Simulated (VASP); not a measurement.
# ZnB2 (F-43m) in VASP: a series of runs

Runs on ZnB2. Level: PBE. Tasks: single point, relaxation of cell and atoms.

All numbers are computed with VASP 6.6.1; they aren't measurements. Logs are shortened: lines on timing, memory, paths and dates and some standing lists are left out, and cuts for length are marked.

## 1. The cell of the first run

It takes space group F-43m (No. 216, cubic). Conventional cell: a = 4.787 Å, b = 4.787 Å, c = 4.787 Å, α = 90.00°, β = 90.00°, γ = 90.00°. Around Zn (site symmetry -43m) lie 4 B at 2.07 Å. B (site symmetry -43m) is surrounded by 4 Zn at 2.07 Å and 4 B at 2.07 Å. B (site symmetry -43m) is surrounded by 4 B at 2.07 Å.

The cell was built by a generator and needn't be a form met in nature.

## 2. Single point, PBE (species swapped into the Cu2Se type (F-43m, No. 216))

Contents of INCAR:

```
PREC = Accurate
ENCUT = 520
EDIFF = 1E-6
ISMEAR = 0
SIGMA = 0.1
LREAL = F
LASPH = T
NELM = 100
ALGO = Fast
ISIF = 2
LWAVE = F
LCHARG = T
GGA = PE
LELF = T
LVHAR = T
NBANDS = 16
```

Contents of KPOINTS:

```
regular mesh
0
Gamma
  16 16 16
```

Contents of POSCAR:

```
ZnB2
1.0
    0.0000000000      2.3934045107      2.3934045107
    2.3934045107      0.0000000000      2.3934045107
    2.3934045107      2.3934045107      0.0000000000
Zn B
1 2
Direct
    0.0000000000      0.0000000000      0.0000000000
    0.2500000000      0.2500000000      0.2500000000
    0.5000000000      0.5000000000      0.5000000000
```

Potentials or basis: VASP PAW PBE potentials, release 64 (Zn, B).

Command:

```
$ cat potpaw_PBE.64/Zn/POTCAR potpaw_PBE.64/B/POTCAR > POTCAR
$ mpirun -np 1 vasp_std > vasp.out
```

OUTCAR:

```text
PREC = Accurate
   ENCUT = 520
   EDIFF = 1E-6
   ISMEAR = 0
   LREAL = F
   LASPH = T
   NELM = 100
   ISIF = 2
   GGA = PE

 ion  position               nearest neighbor table
   1  0.000  0.000  0.000-   2 2.07   2 2.07   2 2.07   2 2.07   3 2.39   3 2.39   3 2.39   3 2.39
                             3 2.39   3 2.39
   2  0.250  0.250  0.250-   1 2.07   1 2.07   1 2.07   1 2.07   3 2.07   3 2.07   3 2.07   3 2.07

   3  0.500  0.500  0.500-   2 2.07   2 2.07   2 2.07   2 2.07   1 2.39   1 2.39   1 2.39   1 2.39
                             1 2.39   1 2.39

  LATTYP: Found a face centered cubic cell.
 ALAT       =     4.7868090214

  Lattice vectors:

 A1 = (   0.0000000000,   2.3934045107,   2.3934045107)
 A2 = (   2.3934045107,   0.0000000000,   2.3934045107)
 A3 = (   2.3934045107,   2.3934045107,   0.0000000000)

Analysis of symmetry for initial positions (statically):
=====================================================================
 Subroutine PRICEL returns:
 Original cell was already a primitive cell.

 Routine SETGRP: Setting up the symmetry group for a
 face centered cubic supercell.

 Subroutine GETGRP returns: Found 24 space group operations
 (whereof 24 operations were pure point group operations)
 out of a pool of 48 trial point group operations.

The static configuration has the point symmetry T_d .

Analysis of symmetry for dynamics (positions and initial velocities):
=====================================================================
 Subroutine PRICEL returns:
 Original cell was already a primitive cell.

 Routine SETGRP: Setting up the symmetry group for a
 face centered cubic supercell.

 Subroutine GETGRP returns: Found 24 space group operations
 (whereof 24 operations were pure point group operations)
 out of a pool of 48 trial point group operations.

The dynamic configuration has the point symmetry T_d .

 Subroutine INISYM returns: Found 24 space group operations
 (whereof 24 operations are pure point group operations),
 and found     1 'primitive' translations

----------------------------------------------------------------------------------------

                                     Primitive cell

  volume of cell :      27.4207

[... 84 lines left out ...]
   ISPIN  =      1    spin polarized calculation?
   LNONCOLLINEAR =      F non collinear calculations
   LSORBIT =      F    spin-orbit coupling
   LASPH  =      T    aspherical Exc in radial PAW
   ENCUT  =  520.0 eV  38.22 Ry    6.18 a.u.   6.29  6.29  6.29*2*pi/ulx,y,z
   NELM   =    100;   NELMIN=  2; NELMDL= -5     # of ELM steps
   EDIFF  = 0.1E-05   stopping-criterion for ELM
   LREAL  =      F    real-space projection
   EDIFFG = 0.1E-04   stopping-criterion for IOM
   NSW    =      0    number of steps for IOM
   IBRION =     -1    ionic relax: 0-MD 1-quasi-New 2-CG
   NFREE  =      0    steps in history (QN), initial steepest desc. (CG)
   ISIF   =      2    stress and relaxation
   ISYM   =      2    0-nonsym 1-usesym 2-fastsym
   POTIM  = 0.5000    time-step for ionic-motion
   TEBEG  =    0.0;   TEEND  =   0.0 temperature during run
   PSTRESS=    0.0 pullay stress
   NELECT =      18.0000    total number of electrons
   NUPDOWN=      -1.0000    fix difference up-down
   EMIN   =  10.00;   EMAX   =-10.00  energy-range for DOS
   EFERMI =   0.00;   METHOD = LEGACY
   ISMEAR =     0;   SIGMA  =   0.10  broadening in eV -4-tet -1-fermi 0-gaus
   EFERMI_NEDOS =   21; number of points for ismear=-14 and -15
   IALGO  =     68    algorithm
   IMIX   =      4    mixing-type and parameters
     AMIX     =   0.40;   BMIX     =  1.00
     AMIX_MAG =   1.60;   BMIX_MAG =  1.00
  volume/ion in A,a.u.               =       9.14        61.68
  Fermi-wavevector in a.u.,A,eV,Ry     =   1.422786  2.688676 27.542543  2.024320
  Thomas-Fermi vector in A             =   2.543453
   LORBIT       =      0    0 simple, 1 ext, 2 COOP (PROOUT), +10 PAW based schemes
   GGA     = PE    functional components
   LHFCALC =     F    Hartree Fock is set to
   AEXX    =    0.0000 exact exchange contribution
   IVDW    =     0    specifies the selected vdW correction
   LEPSILON=     F    determine dielectric tensor
   LRPA    =     F    only Hartree local field effects (RPA)
 non-spin polarized calculation
 RMM-DIIS sequential band-by-band and
 Gauss-broadening in eV      SIGMA  =   0.10
  energy-cutoff  :      520.00
  volume of cell :       27.42
 maximum number of plane-waves:       754
 NGX is ok and might be reduce to    28
   NGX = 13   NGY = 13   NGZ = 13

 number of electron      18.0000012 magnetization

 Free energy of the ion-electron system (eV)
  ---------------------------------------------------
  ext. energy  EPLUGINS =         0.00000000
  ---------------------------------------------------
  free energy    TOTEN  =       -12.39272981 eV

  energy without entropy =      -12.39139170  energy(sigma->0) =      -12.39206075

 E-fermi :   6.0021     XC(G=0): -12.1068

 val. band max:        5.9633923577   @ k =   0.0625   0.0000   0.0000
 cond. band min:       6.0254664961   @ k =  -0.1250   0.1250   0.0000
 fundamental gap:      0.0620741384
 Fermi energy:         6.0020688659

 k-point     1 :       0.0000    0.0000    0.0000
  band No.  band energies     occupation
      1      -8.5655      2.00000
      2      -2.6727      2.00000
      3      -2.6727      2.00000
      4      -2.6727      2.00000
      5      -2.1946      2.00000
      6      -2.1946      2.00000
[... 433 lines left out ...]
      3      -2.6574      2.00000
      4      -2.6542      2.00000
      5      -2.2326      2.00000
      6      -2.1988      2.00000
[... 8 lines left out ...]
     15      15.9349      0.00000
     16      16.6507      0.00000

 [... further k-points ...]
[... 5 lines left out ...]
  --------------------------------------------------------------------------------------
  -------------------------------------------------------------------------------------
  Total        0.0954739      0.0954739      0.0954739     -0.0000000      0.0000000      0.0000000
  in kB        5.5784928      5.5784928      5.5784928     -0.0000000      0.0000000      0.0000000
  external PRESSURE =       5.5784928 kB  Pullay stress =       0.0000000 kB

 VOLUME and BASIS-vectors are now :
 -----------------------------------------------------------------------------
  energy-cutoff  :      520.00
  volume of cell :       27.42
      direct lattice vectors                 reciprocal lattice vectors
     0.000000000  2.393404511  2.393404511    -0.208907436  0.208907436  0.208907436
     2.393404511  0.000000000  2.393404511     0.208907436 -0.208907436  0.208907436
     2.393404511  2.393404511  0.000000000     0.208907436  0.208907436 -0.208907436

 POSITION                                       TOTAL-FORCE (eV/Angst)
 -----------------------------------------------------------------------------------
      0.00000      0.00000      0.00000        -0.000000     -0.000000     -0.000000
      1.19670      1.19670      1.19670         0.000000      0.000000      0.000000
      2.39340      2.39340      2.39340         0.000000      0.000000     -0.000000
 -----------------------------------------------------------------------------------
    total drift:                                0.000002      0.000002      0.000002

  FREE ENERGIE OF THE ION-ELECTRON SYSTEM (eV)
  ---------------------------------------------------
  free  energy   TOTEN  =       -12.3927298115 eV

  energy  without entropy=      -12.3913916953  energy(sigma->0) =      -12.39206075
```

OSZICAR:

```text
N       E                     dE             d eps       ncg     rms          rms(c)
DAV:   1     0.663434431189E+02    0.66343E+02   -0.89930E+03  4744   0.150E+03
DAV:   2    -0.103327994800E+02   -0.76676E+02   -0.71815E+02  5512   0.256E+02
DAV:   3    -0.135696991360E+02   -0.32369E+01   -0.32173E+01  5248   0.520E+01
DAV:   4    -0.135836225676E+02   -0.13923E-01   -0.13922E-01  5944   0.340E+00
DAV:   5    -0.135836468297E+02   -0.24262E-04   -0.24262E-04  5336   0.142E-01    0.937E+00
RMM:   6    -0.125626498096E+02    0.10210E+01   -0.28272E+00  5611   0.181E+01    0.808E+00
RMM:   7    -0.124196670275E+02    0.14298E+00   -0.49438E-01  5699   0.865E+00    0.305E+00
RMM:   8    -0.123931125187E+02    0.26555E-01   -0.11648E-01  5892   0.206E+00    0.110E+00
RMM:   9    -0.123931779061E+02   -0.65387E-04   -0.90274E-03  6165   0.902E-01    0.237E-01
RMM:  10    -0.123927002504E+02    0.47766E-03   -0.11882E-03  5823   0.364E-01    0.124E-01
RMM:  11    -0.123927322248E+02   -0.31974E-04   -0.20840E-04  5889   0.163E-01    0.466E-02
RMM:  12    -0.123927384976E+02   -0.62728E-05   -0.89127E-05  6032   0.896E-02    0.179E-02
RMM:  13    -0.123927297683E+02    0.87293E-05   -0.23723E-05  5828   0.508E-02    0.234E-03
RMM:  14    -0.123927298115E+02   -0.43143E-07   -0.12774E-06  4743   0.985E-03
   1 F= -.12392730E+02 E0= -.12392061E+02  d E =-.133812E-02
```

Wall time 76 s (1 thread of Intel Xeon Platinum 8259CL at 2.50GHz (Skylake/Cascade Lake), shared host); peak memory 0.2 GiB.

Results:

* Free energy: -12.3927 eV
* Pressure: 0.6 GPa
* Band gap on the k mesh: none (metal or under the smearing width)

## 3. Relaxation of cell and atoms, PBE (species swapped into the Cu2Se type (F-43m, No. 216))

Contents of INCAR:

```
SYSTEM = ZnB2
ALGO     = Normal         ! electronic algorithm
EDIFF    = 1E-6           ! SCF threshold, eV
EDIFFG   = -0.01          ! ionic threshold
ENCUT    = 600            ! plane-wave cutoff, eV
GGA      = PE             ! functional
IBRION   = 2              ! ionic algorithm
ISIF     = 3              ! what is computed and relaxed
ISMEAR   = 0              ! smearing method
LASPH    = .True.         ! aspherical terms in the spheres
LCHARG   = .False.        ! write CHGCAR
LREAL    = .False.        ! projectors in reciprocal space
LWAVE    = .False.        ! write WAVECAR
NELM     = 60             ! most SCF steps
NSW      = 100            ! ionic steps
PREC     = Accurate       ! precision mode
SIGMA    = 0.1            ! smearing width, eV
```

Contents of KPOINTS:

```
k-points
0
Gamma
  16 16 16
  0 0 0
```

Contents of POSCAR:

```
ZnB2
1.0
    0.0000000000      2.4058644700      2.4058644700
    2.4058644700      0.0000000000      2.4058644700
    2.4058644700      2.4058644700      0.0000000000
Zn B
1 2
Direct
    0.0000000000      0.0000000000      0.0000000000
    0.2500000000      0.2500000000      0.2500000000
    0.5000000000      0.5000000000      0.5000000000
```

Potentials or basis: VASP PAW PBE potentials, release 64 (Zn, B).

Command:

```
$ cat potpaw_PBE.64/Zn/POTCAR potpaw_PBE.64/B/POTCAR > POTCAR
$ mpirun -np 1 vasp_std > vasp.out
```

Wall time 1.9 min (1 thread of Intel Xeon Platinum 8259CL at 2.50GHz (Skylake/Cascade Lake), shared host); peak memory 0.21 GiB.

The run converged. Its results:

| Property | Result |
| --- | --- |
| Free energy | -12.3943 eV |
| Relaxed volume | 9.17 Å³/atom |
| Relaxed cell | a = 3.388 Å, b = 3.388 Å, c = 3.388 Å, α = 60.00°, β = 60.00°, γ = 60.00° |
| Space group after relaxing (to 0.05 Å) | F-43m (No. 216) |
| Energy gained by relaxing | 0.8 meV/atom |
| Ionic steps | 3 |
| Pressure after relaxing | 0.0 GPa |
| Band gap on the k mesh | none (metal or under the smearing width) |

The path:
```
step  energy change (eV)  largest force (eV/Å)  pressure (GPa)  volume (Å³)
   1              0.0000                0.0000           -2.16        27.85
   2             -0.0019                0.0000            0.97        27.35
   3             -0.0024                0.0000            0.00        27.50
```

Final structure:
```cif
data_structure
_symmetry_space_group_name_H-M 'P 1'
_symmetry_Int_Tables_number 1
_cell_length_a 3.3882
_cell_length_b 3.3882
_cell_length_c 3.3882
_cell_angle_alpha 60.000
_cell_angle_beta 60.000
_cell_angle_gamma 60.000
_cell_volume 27.50
loop_
_atom_site_label
_atom_site_type_symbol
_atom_site_fract_x
_atom_site_fract_y
_atom_site_fract_z
_atom_site_occupancy
Zn1 Zn 0.00000 0.00000 0.00000 1
B1 B 0.25000 0.25000 0.25000 1
B2 B 0.50000 0.50000 0.50000 1
```

Levels at points of the mesh, in eV from the Fermi level:
| k point | band 5 | band 6 | band 7 | band 8 | band 9 | band 10 | band 11 | band 12 | band 13 |
| --- | --- | --- | --- | --- | --- | --- | --- | --- | --- |
| (0.00, 0.00, 0.00) | -8.18 | -8.18 | 0.07 | 0.07 | 0.07 | 2.39 | 2.39 | 2.39 | 4.77 |
| (0.50, 0.00, 0.00) | -8.11 | -8.11 | -7.44 | -1.12 | -1.12 | 2.52 | 2.98 | 2.98 | 7.52 |
| (0.50, 0.50, 0.00) | -8.04 | -7.78 | -6.52 | -4.65 | -4.65 | -0.33 | 2.09 | 9.06 | 9.06 |

[end of part 1 of 2]
